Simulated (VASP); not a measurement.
# LuB4Os6 (a cell with a defect) in VASP: notebook

One crystal, LuB4Os6 (a cell with a defect), is run at these levels: PBEsol; tasks: single point.

Program: VASP 6.6.1. These are calculated values, not measurements. Logs are shortened: lines on timing, memory, paths and dates and some standing lists are left out, and cuts for length are marked.

### 1 The structure

The cell holds a defect, 11 atoms: a = 5.442 Å, b = 5.442 Å, c = 6.113 Å, α = 90.00°, β = 90.00°, γ = 120.00°.

### 2 Single point, PBEsol

INCAR

```
PREC = Accurate
ENCUT = 520
EDIFF = 1E-6
ISMEAR = 0
SIGMA = 0.1
LREAL = False
LASPH = True
NELM = 100
ALGO = Fast
ISIF = 2
LWAVE = False
LCHARG = True
GGA = PS
LELF = True
LVHAR = True
NBANDS = 54
```

KPOINTS

```
regular mesh
0
Gamma
  3 3 2
```

POSCAR

```
LuB4Os6
1.0
    5.4417090000      0.0000002900      0.0000000000
   -2.7208547500      4.7126598600      0.0000000000
    0.0000000000      0.0000000000      6.1130700000
B Os Lu
4 6 1
Direct
    0.2673578997      0.6087704200      0.0130701922
    0.7300259638      0.3960291733     -0.0000363156
    0.3909314246      0.7217316733      0.5014786351
    0.5989193161      0.2736719527      0.5092930393
    0.4782299283     -0.0022970337      0.2142854572
    0.5091527839      0.5049281983      0.2592301413
   -0.0038728463      0.5224310844      0.3070867829
    0.5371681368      0.0000789033      0.7936938396
    0.4899777119      0.4978322068      0.7549370447
   -0.0026636853      0.4448105874      0.7144202504
   -0.0013826774      0.0175183448      0.0607151562
```

Potentials or basis: VASP PAW PBE potentials, release 64 (B, Os, Lu).

Command:

```console
cat potpaw_PBE.64/B/POTCAR potpaw_PBE.64/Os/POTCAR potpaw_PBE.64/Lu/POTCAR > POTCAR
mpirun -np 1 vasp_std > vasp.out
```

OUTCAR:

```text
PREC = Accurate
   ENCUT = 520
   EDIFF = 1E-6
   ISMEAR = 0
   LREAL = False
   LASPH = True
   NELM = 100
   ISIF = 2
   GGA = PS

 ion  position               nearest neighbor table
   1  0.267  0.609  0.013-   5 2.21   7 2.22  10 2.23   9 2.25   6 2.25   8 2.32  11 2.81
   2  0.730  0.396  1.000-  10 2.20   9 2.23   6 2.24   8 2.25   7 2.26   5 2.31  11 2.96
   3  0.391  0.722  0.501-   6 2.18   9 2.20   5 2.20   7 2.21   8 2.22  10 2.31
   4  0.599  0.274  0.509-   6 2.18   9 2.19   8 2.20   5 2.23   7 2.26  10 2.26
   5  0.478  0.998  0.214-   3 2.20   1 2.21   4 2.23   2 2.31   8 2.59   7 2.67   6 2.69   6 2.78
                            11 2.83   7 2.89  11 2.93
   6  0.509  0.505  0.259-   3 2.18   4 2.18   2 2.24   1 2.25   7 2.62   5 2.69   5 2.78   7 2.86
                            11 2.98  11 2.99   9 3.03   9 3.08
   7  0.996  0.522  0.307-   3 2.21   1 2.22   2 2.26   4 2.26  10 2.53   6 2.62   5 2.67   6 2.86
                             5 2.89  11 3.08  11 3.14
   8  0.537  0.000  0.794-   4 2.20   3 2.22   2 2.25   1 2.32  10 2.51   5 2.59   9 2.62   9 2.86
                            11 2.96  10 3.02  11 3.40
   9  0.490  0.498  0.755-   4 2.19   3 2.20   2 2.23   1 2.25  10 2.56   8 2.62   8 2.86  10 2.93
                             6 3.03   6 3.08  11 3.24  11 3.37
  10  0.997  0.445  0.714-   2 2.20   1 2.23   4 2.26   3 2.31   8 2.51   7 2.53   9 2.56   9 2.93
                             8 3.02  11 3.15
  11  0.999  0.018  0.061-   1 2.81   5 2.83   5 2.93   8 2.96   2 2.96   6 2.98   6 2.99   7 3.08
                             7 3.14  10 3.15   9 3.24   9 3.37   8 3.40

  LATTYP: Found a hexagonal cell.
 ALAT       =     5.4417090000
 C/A-ratio  =     1.1233731903

  Lattice vectors:

 A1 = (   5.4417090000,   0.0000002900,   0.0000000000)
 A2 = (  -2.7208547500,   4.7126598600,   0.0000000000)
 A3 = (   0.0000000000,   0.0000000000,   6.1130700000)

Analysis of symmetry for initial positions (statically):
=====================================================================
 Subroutine PRICEL returns:
 Original cell was already a primitive cell.

 Routine SETGRP: Setting up the symmetry group for a
 hexagonal supercell.

 Subroutine GETGRP returns: Found  1 space group operations
 (whereof  1 operations were pure point group operations)
 out of a pool of 24 trial point group operations.

The static configuration has the point symmetry C_1 .

Analysis of symmetry for dynamics (positions and initial velocities):
=====================================================================
 Subroutine PRICEL returns:
 Original cell was already a primitive cell.

 Routine SETGRP: Setting up the symmetry group for a
 hexagonal supercell.

 Subroutine GETGRP returns: Found  1 space group operations
 (whereof  1 operations were pure point group operations)
 out of a pool of 24 trial point group operations.

The dynamic configuration has the point symmetry C_1 .

 Subroutine INISYM returns: Found  1 space group operations
 (whereof  1 operations are pure point group operations),
 and found     1 'primitive' translations

----------------------------------------------------------------------------------------

                                     Primitive cell

  volume of cell :     156.7692

  direct lattice vectors                    reciprocal lattice vectors
     5.441709000  0.000000290  0.000000000     0.183765793  0.106097203  0.000000000
    -2.720854750  4.712659860  0.000000000    -0.000000011  0.212194387  0.000000000
     0.000000000  0.000000000  6.113070000     0.000000000  0.000000000  0.163583928

  length of vectors
     5.441709000  5.441710533  6.113070000     0.212194447  0.212194387  0.163583928

  position of ions in fractional coordinates (direct lattice)
     0.267357900  0.608770420  0.013070192
     0.730025964  0.396029173  0.999963684
     0.390931425  0.721731673  0.501478635
     0.598919316  0.273671953  0.509293039
     0.478229928  0.997702966  0.214285457
     0.509152784  0.504928198  0.259230141
     0.996127154  0.522431084  0.307086783
     0.537168137  0.000078903  0.793693840
     0.489977712  0.497832207  0.754937045
     0.997336315  0.444810587  0.714420250
     0.998617323  0.017518345  0.060715156

  ion indices of the primitive-cell ions
   primitive index   ion index
                 1           1
                 2           2
                 3           3
                 4           4
                 5           5
                 6           6
                 7           7
                 8           8
                 9           9
                10          10
                11          11

----------------------------------------------------------------------------------------

 KPOINTS: regular mesh

Automatic generation of k-mesh.
 Grid dimensions read from file:
 generate k-points for:    3    3    2

 Generating k-lattice:

  Cartesian coordinates                     Fractional coordinates (reciprocal lattice)
     0.061255264  0.035365734  0.000000000     0.333333333 -0.000000000  0.000000000
    -0.000000004  0.070731462  0.000000000     0.000000000  0.333333333  0.000000000
     0.000000000  0.000000000  0.081791964     0.000000000  0.000000000  0.500000000

  Length of vectors
     0.070731482  0.070731462  0.081791964

  Shift w.r.t. Gamma in fractional coordinates (k-lattice)
     0.000000000  0.000000000  0.000000000

 Subroutine IBZKPT returns following result:
 ===========================================

 Found     10 irreducible k-points:

 Following reciprocal coordinates:
            Coordinates               Weight
  0.000000  0.000000  0.000000      1.000000
  0.333333  0.000000  0.000000      2.000000
  0.000000  0.333333  0.000000      2.000000
 -0.333333  0.333333  0.000000      2.000000
  0.333333  0.333333  0.000000      2.000000
  0.000000  0.000000  0.500000      1.000000
  0.333333  0.000000  0.500000      2.000000
  0.000000  0.333333  0.500000      2.000000
 -0.333333  0.333333  0.500000      2.000000
  0.333333  0.333333  0.500000      2.000000
   k-points           NKPTS =     10   k-points in BZ     NKDIM =     10   number of bands    NBANDS=     54
   number of dos      NEDOS =    301   number of ions     NIONS =     11
   total plane-waves  NPLWV =  76800
   dimension x,y,z NGX =    40 NGY =   40 NGZ =   48
   dimension x,y,z NGXF=    80 NGYF=   80 NGZF=   96
   ions per type =               4   6   1
   NGX,Y,Z   is equivalent  to a cutoff of  12.22, 12.22, 13.05 a.u.
   NGXF,Y,Z  is equivalent  to a cutoff of  24.44, 24.44, 26.11 a.u.
 SYSTEM =  unknown system
   PREC   = accura    normal or accurate (medium, high low for compatibility)
   ISTART =      0    job   : 0-new  1-cont  2-samecut
   ICHARG =      2    charge: 1-file 2-atom 10-const
   ISPIN  =      1    spin polarized calculation?
   LNONCOLLINEAR =      F non collinear calculations
   LSORBIT =      F    spin-orbit coupling
   LASPH  =      T    aspherical Exc in radial PAW
   ENCUT  =  520.0 eV  38.22 Ry    6.18 a.u.  10.12 10.12 11.37*2*pi/ulx,y,z
   NELM   =    100;   NELMIN=  2; NELMDL= -5     # of ELM steps
   EDIFF  = 0.1E-05   stopping-criterion for ELM
   LREAL  =      F    real-space projection
   EDIFFG = 0.1E-04   stopping-criterion for IOM
   NSW    =      0    number of steps for IOM
   IBRION =     -1    ionic relax: 0-MD 1-quasi-New 2-CG
   NFREE  =      0    steps in history (QN), initial steepest desc. (CG)
   ISIF   =      2    stress and relaxation
   ISYM   =      2    0-nonsym 1-usesym 2-fastsym
   POTIM  = 0.5000    time-step for ionic-motion
   TEBEG  =    0.0;   TEEND  =   0.0 temperature during run
   PSTRESS=    0.0 pullay stress
   NELECT =      85.0000    total number of electrons
   NUPDOWN=      -1.0000    fix difference up-down
   EMIN   =  10.00;   EMAX   =-10.00  energy-range for DOS
   EFERMI =   0.00;   METHOD = LEGACY
   ISMEAR =     0;   SIGMA  =   0.10  broadening in eV -4-tet -1-fermi 0-gaus
   EFERMI_NEDOS =   21; number of points for ismear=-14 and -15
   IALGO  =     68    algorithm
   IMIX   =      4    mixing-type and parameters
     AMIX     =   0.40;   BMIX     =  1.00
     AMIX_MAG =   1.60;   BMIX_MAG =  1.00
  volume/ion in A,a.u.               =      14.25        96.18
  Fermi-wavevector in a.u.,A,eV,Ry     =   1.334937  2.522666 24.246366  1.782058
  Thomas-Fermi vector in A             =   2.463680
   LORBIT       =      0    0 simple, 1 ext, 2 COOP (PROOUT), +10 PAW based schemes
   GGA     = PS    functional components
   LHFCALC =     F    Hartree Fock is set to
   AEXX    =    0.0000 exact exchange contribution
   IVDW    =     0    specifies the selected vdW correction
   LEPSILON=     F    determine dielectric tensor
   LRPA    =     F    only Hartree local field effects (RPA)
 non-spin polarized calculation
 RMM-DIIS sequential band-by-band and
 Gauss-broadening in eV      SIGMA  =   0.10
  energy-cutoff  :      520.00
  volume of cell :      156.77
 maximum number of plane-waves:      4248
   NGX = 21   NGY = 21   NGZ = 23

 number of electron      85.0000011 magnetization

 Free energy of the ion-electron system (eV)
  ---------------------------------------------------
  ext. energy  EPLUGINS =         0.00000000
  ---------------------------------------------------
  free energy    TOTEN  =      -104.87394822 eV

  energy without entropy =     -104.83946760  energy(sigma->0) =     -104.85670791

 E-fermi :   5.6671     XC(G=0): -12.2942

 val. band max:        5.6432633897   @ k =   0.3333   0.0000   0.0000
 cond. band min:       5.6779299608   @ k =   0.0000   0.0000   0.5000
 fundamental gap:      0.0346665711
 Fermi energy:         5.6670967966

 k-point     1 :       0.0000    0.0000    0.0000
  band No.  band energies     occupation
      1     -49.8170      2.00000
      2     -20.5606      2.00000
      3     -20.5293      2.00000
      4     -20.4830      2.00000
      5      -6.0433      2.00000
      6      -3.5181      2.00000
[... 46 lines left out ...]
     53       8.8077      0.00000
     54       9.4113      0.00000
[... 511 lines left out ...]
     53      10.0816      0.00000
     54      10.3884      0.00000

------------------------ aborting loop because EDIFF is reached ----------------------------------------

  FORCE on cell =-STRESS in cart. coord.  units (eV):
  Direction    XX          YY          ZZ          XY          YZ          ZX
  --------------------------------------------------------------------------------------
  -------------------------------------------------------------------------------------
  Total       -2.2642489     -7.0675294    -13.1992625     -0.2519461      0.8163023      2.1135381
  in kB      -23.1405650    -72.2299671   -134.8961193     -2.5748827      8.3425886     21.6003045
  external PRESSURE =     -76.7555505 kB  Pullay stress =       0.0000000 kB

 VOLUME and BASIS-vectors are now :
 -----------------------------------------------------------------------------
  energy-cutoff  :      520.00
  volume of cell :      156.77
      direct lattice vectors                 reciprocal lattice vectors
     5.441709000  0.000000290  0.000000000     0.183765793  0.106097203  0.000000000
    -2.720854750  4.712659860  0.000000000    -0.000000011  0.212194387  0.000000000
     0.000000000  0.000000000  6.113070000     0.000000000  0.000000000  0.163583928

 POSITION                                       TOTAL-FORCE (eV/Angst)
 -----------------------------------------------------------------------------------
     -0.20149      2.86893      0.07990         0.025967      0.028540      0.027245
      2.89505      1.86635      6.11285        -0.022293     -0.030592      0.073142
      0.16361      3.40128      3.06557        -0.000427     -0.050796      0.116783
      2.51452      1.28972      3.11334         0.022021      0.042872      0.066088
     -0.11222      4.70183      1.30994         0.024580     -0.019503      0.156206
      1.39682      2.37955      1.58469         0.056380     -0.016843      0.047246
      3.99917      2.46204      1.87724        -0.006343      0.011238      0.022171
      2.92290      0.00037      4.85191        -0.108432      0.019708      0.055238
      1.31179      2.34611      4.61498        -0.042662      0.024327      0.099808
      4.21695      2.09624      4.36730        -0.020207      0.002455      0.033113
      5.38652      0.08256      0.37116         0.071417     -0.011406     -0.697041
 -----------------------------------------------------------------------------------
    total drift:                               -0.000622      0.000979      0.001958

  FREE ENERGIE OF THE ION-ELECTRON SYSTEM (eV)
  ---------------------------------------------------
  free  energy   TOTEN  =      -104.8739482154 eV

  energy  without entropy=     -104.8394675991  energy(sigma->0) =     -104.85670791
```

Wall time 9.8 min (1 thread of AMD EPYC 7R43 (Zen 3), shared host); peak memory 0.28 GiB.

Results:

| Quantity | Value |
| --- | --- |
| Free energy | -104.8739 eV |
| Pressure | -7.7 GPa |
| Largest force | 0.701 eV/Å |
| Band gap on the k mesh | none (metal or under the smearing width) |

Forces on the atoms (eV/Å):
```
B    0.026  0.029  0.027
B   -0.022 -0.031  0.073
B    0.000 -0.051  0.117
B    0.022  0.043  0.066
Os   0.025 -0.020  0.156
Os   0.056 -0.017  0.047
Os  -0.006  0.011  0.022
Os  -0.108  0.020  0.055
Os  -0.043  0.024  0.100
Os  -0.020  0.002  0.033
Lu   0.071 -0.011 -0.697
```

Caveat: the k mesh is coarse (spacing up to 0.51 Å⁻¹), so the values aren't converged; the PAW data sets were made with another functional, which shifts forces and pressure a little.

### 3 Single point, PBEsol

INCAR

```
SYSTEM = LuB4Os6
PREC = Accurate
ENCUT = 520
EDIFF = 1E-6
ISMEAR = 0
SIGMA = 0.1
LREAL = .FALSE.
LASPH = .TRUE.
NELM = 60
ALGO = Normal
ISIF = 2
LWAVE = .FALSE.
LCHARG = .TRUE.
GGA = PS
LELF = .TRUE.
LVHAR = .TRUE.
NBANDS = 54
```

KPOINTS

```
regular mesh
0
G
  3 3 2
  0 0 0
```

POSCAR

```
LuB4Os6
1.0
    5.4417090000      0.0000002900      0.0000000000
   -2.7208547500      4.7126598600      0.0000000000
    0.0000000000      0.0000000000      6.1130700000
B Os Lu
4 6 1
Direct
    0.3411663478      0.6989332986      0.0003348563
    0.6688364989      0.3668452333      0.0003495789
    0.3312896750      0.6926169087      0.5003618476
    0.6775207762      0.3758866237      0.5003350199
    0.5340108789      0.0142428792      0.2548318603
    0.4576559264      0.4705096343      0.2516197263
   -0.0014583456      0.4679121910      0.2505891475
    0.5339987630      0.0142197500      0.7458609177
    0.4575884532      0.4704062956      0.7490594742
   -0.0014800646      0.4678952154      0.7501059206
   -0.0047796660     -0.0532694924      0.0003456528
```

Potentials or basis: VASP PAW PBE potentials, release 64 (B, Os, Lu).

Command:

```console
cat potpaw_PBE.64/B/POTCAR potpaw_PBE.64/Os/POTCAR potpaw_PBE.64/Lu/POTCAR > POTCAR
mpirun -np 1 vasp_std > vasp.out
```

Wall time 3.5 min (1 thread of AMD EPYC 7R43 (Zen 3), shared host); peak memory 0.26 GiB.

Results (log left out):

```
Free energy            : -105.2739 eV
Pressure               : -6.1 GPa
Largest force          : 0.048 eV/Å
Band gap on the k mesh : none (metal or under the smearing width)
```

Forces on the atoms (eV/Å):
```
B   -0.005 -0.003  0.000
B    0.007 -0.003  0.000
B   -0.007  0.000 -0.001
B   -0.005  0.011  0.000
Os   0.024  0.040  0.004
Os  -0.036 -0.015 -0.002
Os   0.020 -0.034 -0.003
Os   0.023  0.042 -0.004
Os  -0.036 -0.012  0.003
Os   0.021 -0.034  0.003
Lu  -0.005  0.009  0.000
```

Stress tensor (GPa, compression positive):
```
  2.82   2.29   0.00
  2.29   0.01   0.00
  0.00   0.00 -21.07
```

Levels at points of the mesh, in eV from the Fermi level:
```csv
k point,band 39,band 40,band 41,band 42,band 43,band 44,band 45,band 46,band 47,band 48
"(0.00, 0.00, 0.00)",-0.08,0.14,0.29,0.36,0.51,0.52,0.64,0.78,1.56,1.72
"(0.00, 0.00, 0.50)",-0.29,-0.16,0.01,0.10,0.14,0.68,1.00,1.02,1.10,2.47
```

Caveat: the k mesh is coarse (spacing up to 0.51 Å⁻¹), so the values aren't converged; the PAW data sets were made with another functional, which shifts forces and pressure a little. Spin-orbit coupling is left out, which matters for the levels of Lu, Os.
